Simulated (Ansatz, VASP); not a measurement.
**NbInAu (NbInAu in the AlB2 type) in two plane-wave programs**

Wanted: the spread between two codes on one cell, functional and k mesh. The cell is generated by rule, not measured, and may not be a known phase. The cell is taken from a series of runs on this material, whose earlier steps may have relaxed, scaled, displaced or heated it; both programs get it as it stands.

Program: Ansatz 0.2.0. Level of theory: plane waves, with VASP 6.6.1 beside it; relaxation of cell and atoms at PBE and zone-centre phonons at PBE. Results are calculated unless marked as measured.

The structure was built from a prototype and need not be the compound's stable phase.

## (1) Starting point

The structure is hexagonal, space group P-6m2 (No. 187). Conventional cell: a = 4.681 Å, b = 4.681 Å, c = 3.039 Å, α = 90.00°, β = 90.00°, γ = 120.00°. Nearest to Nb lie 2 Nb at 3.04 Å and 6 In at 3.10 Å and 6 Au at 3.10 Å. In has 3 Au at 2.70 Å and 2 In at 3.04 Å and 6 Nb at 3.10 Å nearest. Au has 3 In at 2.70 Å and 2 Au at 3.04 Å and 6 Nb at 3.10 Å nearest. Farther neighbours are not listed.

Structure file:

```cif
data_structure
_symmetry_space_group_name_H-M 'P 1'
_symmetry_Int_Tables_number 1
_cell_length_a 4.6807
_cell_length_b 4.6807
_cell_length_c 3.0390
_cell_angle_alpha 90.000
_cell_angle_beta 90.000
_cell_angle_gamma 120.000
_cell_volume 57.66
loop_
_atom_site_label
_atom_site_type_symbol
_atom_site_fract_x
_atom_site_fract_y
_atom_site_fract_z
_atom_site_occupancy
Nb1 Nb 0.00000 0.00000 0.00000 1
In2 In 0.33333 0.66667 0.50000 1
Au3 Au 0.66667 0.33333 0.50000 1
```

## (2) VASP: relaxation of cell and atoms, PBE, pair 1

The relaxed volume is the usual yardstick between codes: in a stiff, nearly cubic crystal its relative difference is about their pressure difference at one cell divided by the bulk modulus.

Lines of VASP's logs that name or quote its potential files are left out, and so is its time.

Input file INCAR:

```
SYSTEM = NbInAu
PREC = Accurate
ENCUT = 500
EDIFF = 1E-07
NELM = 120
ISMEAR = 1
SIGMA = 0.2
LREAL = .FALSE.
ALGO = Normal
GGA = PE
NBANDS = 24
LASPH = .TRUE.
LORBIT = 11
LWAVE = .FALSE.
LCHARG = .FALSE.
ISIF = 3
IBRION = 2
NSW = 80
EDIFFG = -0.005
GGA_COMPAT = .FALSE.
NELMIN = 4
KPAR = 2
```

Input file POSCAR:

```
NbInAu
1.0
    4.6807340000      0.0000000000      0.0000000000
   -2.3403670000      4.0536350000      0.0000000000
    0.0000000000      0.0000000000      3.0389670000
Nb In Au
1 1 1
Direct
    0.0000000000      0.0000000000      0.0000000000
    0.3333332922      0.6666665844      0.4999998355
    0.6666667078      0.3333334156      0.4999998355
```

Input file KPOINTS:

```
Automatic mesh
0
Gamma
6 6 10
0 0 0
```

The projector-augmented-wave data sets are Nb_sv, In_d and Au (PBE family, release 64).

Launch:

```
mpirun -np 2 vasp_std
```

Numbers of over 12 decimals in the logs are rounded to 6 here.

The program printed:

```text
[banner, memory and clock lines left out]
running    2 mpi-ranks, on    1 nodes
 distrk:  each k-point on    1 cores,    2 groups
 distr:  one band on    1 cores,    1 groups

 POSCAR found type information on POSCAR NbInAu
 POSCAR found :  3 types and       3 ions
 LDA part: xc-table for (Slater+PW92), standard interpolation
 POSCAR, INCAR and KPOINTS ok, starting setup
 FFT: planning ... GRIDC
 FFT: planning ... GRID_SOFT
 FFT: planning ... GRID
 WAVECAR not read
 entering main loop
       N       E                     dE             d eps       ncg     rms          rms(c)
DAV:   1     0.372607802411E+03    0.37261E+03   -0.18250E+04  2024   0.188E+03
DAV:   2     0.134439478402E+02   -0.35916E+03   -0.35095E+03  2160   0.536E+02
DAV:   3    -0.157002583875E+02   -0.29144E+02   -0.28446E+02  2640   0.153E+02
DAV:   4    -0.172640814926E+02   -0.15638E+01   -0.15571E+01  3544   0.303E+01
DAV:   5    -0.172865236815E+02   -0.22442E-01   -0.22431E-01  2672   0.308E+00    0.106E+01
DAV:   6    -0.159279369252E+02    0.13586E+01   -0.47560E+00  2552   0.167E+01    0.576E+00
DAV:   7    -0.158354609430E+02    0.92476E-01   -0.54734E-01  3536   0.683E+00    0.258E+00
DAV:   8    -0.158144740567E+02    0.20987E-01   -0.12145E-01  2640   0.263E+00    0.164E+00
DAV:   9    -0.158099815131E+02    0.44925E-02   -0.13194E-02  2768   0.960E-01    0.405E-01
DAV:  10    -0.158098137331E+02    0.16778E-03   -0.21989E-03  2848   0.527E-01    0.113E-01
DAV:  11    -0.158098383904E+02   -0.24657E-04   -0.19075E-04  3168   0.109E-01    0.348E-02
DAV:  12    -0.158098352302E+02    0.31602E-05   -0.18896E-05  2632   0.540E-02    0.147E-02
DAV:  13    -0.158098364593E+02   -0.12291E-05   -0.24957E-06  2920   0.128E-02    0.212E-03
DAV:  14    -0.158098365628E+02   -0.10351E-06   -0.18423E-07  1744   0.399E-03    0.667E-04
DAV:  15    -0.158098365841E+02   -0.21291E-07   -0.28085E-08  1384   0.226E-03
   1 F= -.15809837E+02 E0= -.15807871E+02  d E =-.158098E+02
[...]
2 F= -.15809912E+02 E0= -.15808005E+02  d E =-.750240E-04
[...]
3 F= -.15809928E+02 E0= -.15808004E+02  d E =-.912035E-04
 curvature:  -0.34 expect dE=-0.279E-04 dE for cont linesearch -0.103E-06
 trial: gam= 0.36399 g(F)=  0.418E-41 g(S)=  0.823E-04 ort =-0.870E-05 (trialstep = 0.942E+00)
 search vector abs. value=  0.109E-03
 bond charge predicted
       N       E                     dE             d eps       ncg     rms          rms(c)
DAV:   1    -0.158104273858E+02   -0.49958E-03   -0.21313E-02  2136   0.131E+00    0.123E-01
DAV:   2    -0.158100816631E+02    0.34572E-03   -0.98092E-04  2640   0.291E-01    0.609E-02
DAV:   3    -0.158099646836E+02    0.11698E-03   -0.24193E-04  2896   0.135E-01    0.183E-02
DAV:   4    -0.158099591345E+02    0.55491E-05   -0.18635E-05  2888   0.336E-02    0.937E-03
DAV:   5    -0.158099581840E+02    0.95052E-06   -0.31580E-06  3312   0.121E-02    0.701E-03
DAV:   6    -0.158099576028E+02    0.58117E-06   -0.38824E-07  2408   0.560E-03    0.245E-03
DAV:   7    -0.158099574668E+02    0.13604E-06   -0.78567E-08  1288   0.284E-03    0.534E-04
DAV:   8    -0.158099574649E+02    0.19299E-08   -0.20957E-08  1096   0.165E-03
   4 F= -.15809957E+02 E0= -.15808077E+02  d E =-.296773E-04
 trial-energy change:   -0.000030  1 .order   -0.000032   -0.000075    0.000012
 step:   0.8004(harm=  0.8158)  dis= 0.00000  next Energy=   -15.809958 (dE=-0.306E-04)
 reached required accuracy - stopping structural energy minimisation
```

OUTCAR, selected parts (step 2):

```text
ion  position               nearest neighbor table
   1  0.000  0.000  0.000-   2 3.10   3 3.10   3 3.10   2 3.10   2 3.10   3 3.10   3 3.10   2 3.10
                             3 3.10   2 3.10   2 3.10   3 3.10
   2  0.333  0.667  0.500-   3 2.70   3 2.70   3 2.70   1 3.10   1 3.10   1 3.10   1 3.10   1 3.10
                             1 3.10
   3  0.667  0.333  0.500-   2 2.70   2 2.70   2 2.70   1 3.10   1 3.10   1 3.10   1 3.10   1 3.10
                             1 3.10

  LATTYP: Found a hexagonal cell.
 ALAT       =     4.6807340000
 C/A-ratio  =     0.6492500962

 Subroutine GETGRP returns: Found 12 space group operations
 (whereof 12 operations were pure point group operations)

The static configuration has the point symmetry D_3h.

 Found     42 irreducible k-points:

   k-points           NKPTS =     42   k-points in BZ     NKDIM =     42   number of bands    NBANDS=     24

   dimension x,y,z NGX =    36 NGY =   36 NGZ =   24
   dimension x,y,z NGXF=    72 NGYF=   72 NGZF=   48

   ENCUT  =  500.0 eV  36.75 Ry    6.06 a.u.   8.53  8.53  5.54*2*pi/ulx,y,z

   NELECT =      37.0000    total number of electrons

 k-points in reciprocal lattice and weights: Automatic mesh
   0.00000000  0.00000000  0.00000000       0.003
   0.16666667 -0.00000000  0.00000000       0.017
   0.33333333  0.00000000  0.00000000       0.017
   0.50000000 -0.00000000  0.00000000       0.008
   0.16666667  0.16666667  0.00000000       0.017
   0.33333333  0.16666667  0.00000000       0.033
   0.33333333  0.33333333  0.00000000       0.006
   0.00000000  0.00000000  0.10000000       0.006
   0.16666667 -0.00000000  0.10000000       0.033
[...]
0.33333333  0.16666667  0.50000000       0.033
   0.33333333  0.33333333  0.50000000       0.006

 average (electrostatic) potential at core
       1 -79.0710       2 -90.9144       3 -64.0628

 E-fermi :  10.2541

 k-point     1 :       0.0000    0.0000    0.0000
  band No.  band energies     occupation
    ...
     14       6.2320      2.00000
     15       6.2320      2.00000
     16       8.0703      2.00000
     17       8.0703      2.00000
     18       8.4443      2.00000
     19      11.2854     -0.00000
     20      12.1084     -0.00000
     21      12.1084     -0.00000
     22      14.1195     -0.00000
     23      14.1195     -0.00000
    ...

 k-point     2 :       0.1667   -0.0000    0.0000
  band No.  band energies     occupation
    ...
     14       6.2273      2.00000
     15       6.2304      2.00000
     16       7.3907      2.00000
     17       8.1468      2.00000
     18       8.5415      2.00000
     19      11.9622     -0.00000
     20      12.0834     -0.00000
     21      12.1318     -0.00000
     22      12.5244     -0.00000
     23      12.7966     -0.00000
    ...

 k-point     3 :       0.3333    0.0000    0.0000
  band No.  band energies     occupation
    ...
     14       6.2054      2.00000
     15       6.2171      2.00000
     16       6.2180      2.00000
     17       8.4375      2.00000
     18       8.6105      2.00000
     19      10.7376     -0.00332
     20      11.1598     -0.00000
     21      11.7685     -0.00000
     22      12.1788     -0.00000
     23      13.8143     -0.00000
    ...

  Total       -0.0036249     -0.0036249      0.0080925     -0.0000000     -0.0000000      0.0000000
  in kB       -0.1008586     -0.1008586      0.2251660     -0.0000000     -0.0000000      0.0000000
  external PRESSURE =       0.0078163 kB  Pullay stress =       0.0000000 kB

  energy-cutoff  :      500.00
  volume of cell :       57.58
      direct lattice vectors                 reciprocal lattice vectors
     4.682757455  0.000000000 -0.000000000     0.213549390  0.123292784  0.000000000
    -2.341378728  4.055387364 -0.000000000    -0.000000000  0.246585569  0.000000000
    -0.000000000 -0.000000000  3.032187622     0.000000000  0.000000000  0.329794895

 POSITION                                       TOTAL-FORCE (eV/Angst)
 -----------------------------------------------------------------------------------
      0.00000      0.00000     -0.00000         0.000000     -0.000000      0.000000
      0.00000      2.70359      1.51609        -0.000000      0.000000      0.000000
      2.34138      1.35180      1.51609         0.000000      0.000000      0.000000
 -----------------------------------------------------------------------------------
    total drift:                               -0.000000      0.000006      0.000351

  FREE ENERGIE OF THE ION-ELECTRON SYSTEM (eV)
  ---------------------------------------------------
  free  energy   TOTEN  =       -15.8099574649 eV

  energy  without entropy=      -15.8043175519  energy(sigma->0) =      -15.80807749

 reached required accuracy - stopping structural energy minimisation

 total charge
# of ion       s       p       d       tot
------------------------------------------
    1        2.140   5.974   2.377  10.490
    2        0.849   0.881   9.885  11.616
    3        0.632   0.465   8.648   9.745
--------------------------------------------------
tot          3.621   7.319  20.910  31.850

[... 3 further parts left out ...]
```

CONTCAR:

```
NbInAu
   1.00000000000000
     4.6827574554227080    0.0000000000000000   -0.0000000000000000
    -2.3413787277113540    4.0553873643796061   -0.0000000000000000
    -0.0000000000000000   -0.0000000000000000    3.0321876223776281
  Nb              In              Au
     1     1     1
Direct
     0.0000000000000000    0.0000000000000000    0.0000000000000000
     0.3333332922000025    0.6666665843999979    0.4999998354999988
     0.6666667077999975    0.3333334156000021    0.4999998354999988
```

The k-mesh is coarse for a metal. The run keeps the 12 symmetry operations of its start, so it cannot find a distortion of lower symmetry.

## (3) Ansatz: relaxation of cell and atoms, PBE, pair 1

Ansatz runs on its PAW soft_1 files.

The same cell, functional, mesh and smearing now go to Ansatz, which takes its cutoff from its data sets.

Input file input.yaml:

```yaml
crystal:
  lattice:
    - [4.6807340244, 0.0, 0.0]
    - [-2.3403670122, 4.0536345735, 0.0]
    - [0.0, 0.0, 3.0389668589]
  atoms:
    - { symbol: Nb, position: [0.0, 0.0, 0.0] }
    - { symbol: In, position: [0.3333333333, 0.6666666667, 0.5] }
    - { symbol: Au, position: [0.6666666667, 0.3333333333, 0.5] }
kpoints:
  mp_grid: { grid: [6, 6, 10] }
hamiltonian:
  xc: pbe
  pseudopotentials: { kind: paw, azcp: { folder: soft_1 } }
scf:
  occupations: { method: methfessel_paxton, width: 0.2 }
output:
  forces: true
  stress: true
  eigenvalues: true
relax:
  adjacent_minimum: "off"
  f_tol: 0.001
  max_steps: 60
  cell: { stress_tol: 0.01 }
```

Launch:

```
ansatz run input.yaml --threads 4 --pin off --max-ram 12288MiB --backend cpu --events-out ev --progress --plain --runs-dir out
```

The program printed:

```text
Engine: ansatz 0.2.0, aarch64-unknown-linux-gnu
Pseudopotentials: kind: paw
Pseudopotential: Nb, paw, valence charge 13, recommended cutoff 420 eV (normal), soft_1/Nb.paw.azcp
Pseudopotential: In, paw, valence charge 13, recommended cutoff 420 eV (normal), soft_1/In.paw.azcp
Pseudopotential: Au, paw, valence charge 19, recommended cutoff 420 eV (normal), soft_1/Au.paw.azcp
Functional definition: PBE
  parameter kappa = 0.804
  parameter beta = 0.066725
  exchange = pbe_x(kappa = kappa, mu = beta*pi^2/3)
  correlation = pbe_c(beta = beta)
Crystal: 3 atoms, lattice volume = 57.661 Å³
Basis set: ecut = 420 eV, 1121 PW (Γ), exchange–correlation on 64×64×48 points (8 copies of the dense FFT grid, shifted against one another)
Bands: 27, of which v1, the nominal top of the filled ones, is band 23 counted from 1 (22 counted from 0)
Symmetry: 12 space group operations
Space group: P-6m2 (ITA 187), of the structure as read, at distance tolerance 3.9e-5 Å
k-points: 42 of 360 (time reversal used)
Non-local potential: Nb, projectors of the file, l = 0: 3, l = 1: 2, l = 2: 2, l = 3: 1
Non-local potential: In, projectors of the file, l = 0: 2, l = 1: 2, l = 2: 2, l = 3: 1
Non-local potential: Au, projectors of the file, l = 0: 3, l = 1: 2, l = 2: 2, l = 3: 1
PAW form: soft (Blöchl's): semilocal exchange-correlation on the pseudo side does not see the compensation charge
PAW one-centre angular grid: Nb, 590 points (default); XC on 64 Gauss nodes
PAW one-centre angular grid: In, 590 points (default); XC on 64 Gauss nodes
PAW one-centre angular grid: Au, 590 points (default); XC on 64 Gauss nodes
Initial density: superposition of atomic densities (chi_scale 0.1, normalization cell, long waves kept (reshape's long-wave potential 0.00 eV rms))
Initial wavefunctions: pseudopotential atomic-orbital guess
Functional: x = pbe(κ = 0.804, μ = 0.219515), c = pbe(β = 0.066725)
SCF iter   1: F=—  HF=-23310.862066 eV  |F-HF|=—  |Δ(HF+E_count)|=         —  Δρ=2.74e-1  dr2=9.42e1  ethr=3.10e-3  ⟨swp⟩=4.8  Hψ=4027  notcnv=0
preconditioner: auto → Kerker (q_TF=auto, 2.618 Å⁻¹)  [metal: Δε(μ)=0.012 eV  Ē_g=9.507 eV  σ=0.200 eV  W_gap=0.05  n_scr=20 (ndim 8)  ℏωp=26.3 eV  f_vac=0.000  D(μ)=3.87/eV (n_scr^D=44)]
SCF iter   2: F=—  HF=-23304.627562 eV  |F-HF|=—  |Δ(HF+E_count)|=    6.23e0  S|Δr|=    0.00e0  Δρ=1.46e-1  dr2=2.93e1  ethr=3.10e-3  ⟨swp⟩=2.7  Hψ=2548  notcnv=0  defer=2
SCF iter   3: F=—  HF=-23301.739591 eV  |F-HF|=—  |Δ(HF+E_count)|=    2.89e0  S|Δr|=    0.00e0  Δρ=3.99e-2  dr2=2.46e0  ethr=3.10e-3  ⟨swp⟩=2.9  Hψ=2016  notcnv=0
SCF iter   4: F=—  HF=-23301.305296 eV  |F-HF|=—  |Δ(HF+E_count)|=   4.34e-1  S|Δr|=    0.00e0  Δρ=1.42e-2  dr2=1.83e-1  ethr=3.10e-3  ⟨swp⟩=2.0  Hψ=1625  notcnv=0  defer=1
SCF iter   5: F=—  HF=-23301.280306 eV  |F-HF|=—  |Δ(HF+E_count)|=   2.50e-2  S|Δr|=    0.00e0  Δρ=5.87e-3  dr2=5.58e-2  ethr=4.06e-4  ⟨swp⟩=1.2  Hψ=1293  notcnv=0  defer=1
SCF iter   6: F=—  HF=-23301.269206 eV  |F-HF|=—  |Δ(HF+E_count)|=   1.11e-2  S|Δr|=    0.00e0  Δρ=1.03e-3  dr2=9.28e-4  ethr=1.24e-4  ⟨swp⟩=2.0  Hψ=1409  notcnv=0  defer=2
SCF iter   7: F=—  HF=-23301.269087 eV  |F-HF|=—  |Δ(HF+E_count)|=   1.18e-4  S|Δr|=    0.00e0  Δρ=2.83e-4  dr2=4.04e-5  ethr=2.06e-6  ⟨swp⟩=2.0  Hψ=1785  notcnv=0  defer=1
SCF iter   8: F=—  HF=-23301.269073 eV  |F-HF|=—  |Δ(HF+E_count)|=   1.41e-5  S|Δr|=    0.00e0  Δρ=8.89e-5  dr2=5.63e-6  ethr=8.99e-8  ⟨swp⟩=2.0  Hψ=1755  notcnv=0  defer=1
SCF iter   9: F=—  HF=-23301.269072 eV  |F-HF|=—  |Δ(HF+E_count)|=   7.49e-7  S|Δr|=    0.00e0  Δρ=2.37e-5  dr2=7.84e-7  ethr=1.25e-8  ⟨swp⟩=2.2  Hψ=1391  notcnv=0  defer=1
SCF iter  10: F=-23301.269072 eV  HF=-23301.269072 eV  |F-HF|=4.51e-9  |Δ(HF+E_count)|=   1.29e-7  S|Δr|=    0.00e0  Δρ=2.81e-6  dr2=7.73e-9  ethr=2.22e-10  ⟨swp⟩=3.6  Hψ=4280  notcnv=0
the search or the solves at the SCF's close seem to have found levels that the self-consistency loop had missed (the run counts 1). By its estimate they hold under 1e-12 electrons; where the run keeps them, the occupations were computed again with them
SCF 1 converged in 10 iterations: F = -23301.269072 eV  dr2 = 7.73e-9
  greatest PAW one-centre occupation: 1.000 electrons in one spin orbital (limit 2), on the Au atom at site 2 (counted from 0), in its partial waves of l = 0
relax step   1: F+E_penalty+E_count = -23301.26907228 eV  Δ(F+E_penalty+E_count) = +0.000e0 eV  max|allowed force component| = 1.187e-16 eV/Å  Δτ_max = 0.0000 Å  P = -0.027 GPa  Ω = 57.661 Å³  (10 SCF iters, dr2 threshold 1.00e-7 eV, accepted)
[...]
relax step   2: F+E_penalty+E_count = -23301.26911251 eV  Δ(F+E_penalty+E_count) = -4.022e-5 eV  max|allowed force component| = 2.097e-16 eV/Å  Δτ_max = 0.0000 Å  P = +0.109 GPa  Ω = 57.588 Å³  energy of the carried Pulay correction = +1.348e-5 eV  (5 SCF iters, dr2 threshold 8.95e-8 eV, accepted)
[...]
relax step   3: F+E_penalty+E_count = -23301.26912093 eV  Δ(F+E_penalty+E_count) = -8.423e-6 eV  max|allowed force component| = 1.203e-16 eV/Å  Δτ_max = 0.0000 Å  P = -0.060 GPa  Ω = 57.663 Å³  energy of the carried Pulay correction = -3.656e-6 eV  (5 SCF iters, dr2 threshold 8.50e-8 eV, accepted)
[...]
relax step   4: F+E_penalty+E_count = -23301.26913290 eV  Δ(F+E_penalty+E_count) = -1.197e-5 eV  max|allowed force component| = 3.269e-16 eV/Å  Δτ_max = 0.0000 Å  P = +0.000 GPa  Ω = 57.639 Å³  energy of the carried Pulay correction = +2.564e-6 eV  (4 SCF iters, dr2 threshold 1.36e-8 eV, accepted)
[...]
relax step   5: F+E_penalty+E_count = -23301.26913593 eV  Δ(F+E_penalty+E_count) = -3.026e-6 eV  max|allowed force component| = 3.315e-16 eV/Å  Δτ_max = 0.0000 Å  P = +0.000 GPa  Ω = 57.639 Å³  stress off target by 6.08e-4 GPa  SCF on the basis re-selected at this cell (its energy is not comparable with the rows above)  (5 SCF iters)
basis re-selected at this cell: Δ(F+E_penalty+E_count) = -3.026e-6 eV, ΔP = +0.000 GPa vs the last step (what re-selecting the basis moved, of the pressure what is left beyond the Pulay correction that the steps carried, after the strain that the cell walked since its last selection, with what the two solves' SCF thresholds leave and, on support functions, any second-order correction that the steps lacked; it is no m [...]
SCF converged after 5 iterations
Stability not checked: this state was not tested for a lower state beside it, because cold or Methfessel-Paxton smearing, or corrected tetrahedra, fill the levels in a way that the test cannot read (fill_not_monotonic; see scf.lower_state_search)
Free energy (F): -23301.269136 eV
Harris-Foulkes:  -23301.269136 eV  (|F-HF|=0.00e0)
Internal energy: -23301.263416 eV  (E = F + TS)
E sigma→0 (E₀):  -23301.267706 eV
Entropy (-TS):   -0.005720 eV (-1.907 meV/atom)
Fermi energy:    16.839107 eV
--- Per-component energies (eV) ---
  E_band       = -321.914695
  E_kinetic    = 1166.337059
  E_local      = -3591.417192  (includes V_loc(G=0)·N_el)
  E_nonlocal   = 518.081780
  E_hartree    = 1463.066673
  E_xc         = -523.807538
  E_vxc        = -551.499575  (∫ρ·V_xc dr)
  E_paw        = -17022.159491  (= ΣΔE_a)
  E_vpaw       = -789.551884  (= ΣTr[D̂ρ^β])
  E_aug_tail   = 0.001789  (compensation charges beyond the density's cutoff)
  E_ewald      = -5311.366495
  E_smearing   = -0.005720  (= −TS)
  E_closure    = 0.000000  (closes the sum)
  Σ components = -23301.269136   (vs F -23301.269136, Δ=0.00e0)
--- Forces (eV/Å), atoms counted from 1 ---
  atom   1  Nb     0.00000000    -0.00000000     0.00000000
  atom   2  In     0.00000000    -0.00000000     0.00000000
  atom   3  Au     0.00000000     0.00000000     0.00000000
  max |Σ_I F_I| component: 3.38e-16 eV/Å
--- Stress (GPa, compression-positive) ---
        0.000329       0.000000       0.000000
       -0.000000       0.000329       0.000000
        0.000000       0.000000      -0.000608
  P = ⅓ Tr σ = 0.0000 GPa (0.000 kbar)
--- Band table (eV; the first three rows and the last of 42) ---
  k-point 0: bands = [... 19 lower, 14.6572, 14.6572, 15.0300, 17.8746, 18.6837, 18.6837, 20.7079, 20.7079]
  k-point 1: bands = [... 19 lower, 14.9321, 14.9321, 15.3004, 17.9647, 18.2331, 18.2331, 21.2762, 21.2762]
  k-point 2: bands = [... 19 lower, 15.5611, 15.5611, 15.9630, 17.5118, 17.5118, 18.2554, 20.5058, 22.1732]
  k-point 41: bands = [... 19 lower, 14.7580, 15.0153, 15.7849, 16.3340, 18.5098, 18.8976, 19.2680, 19.5752]
--- Relaxed structure (4 steps of the walk, 4 accepted, 1 SCFs on fresh bases) ---
  F+E_penalty+E_count = -23301.26913593 eV   max|allowed force component| = 3.315e-16 eV/Å   (the final SCF, on the basis selected at the relaxed cell)
  cell:  # Å, volume = 57.6391 Å³
    - [4.683126, 0.0, 0.0]
    - [-2.341563, 4.055706, 0.0]
    - [0.0, 0.0, 3.034692]
  atoms:
    - { symbol: Nb, position: [0, 0, 0.0] }
    - { symbol: In, position: [0.333333, 0.666667, 0.500000] }
    - { symbol: Au, position: [0.666667, 0.333333, 0.500000] }
```

[end of part 1 of 2]

[Lines on the potential files, build, host, timing and source positions are cut from VASP's logs without a mark.]

[Logs are printed without paths, hosts, clocks, repeated set-up lines and the standing remarks that a program may print on its own settings, such as how far it seeks lower states.]

[Hosts, paths, dates, database ids (printed as entryN), source tags and the programs' standing remarks are cut or masked in the printed files.]
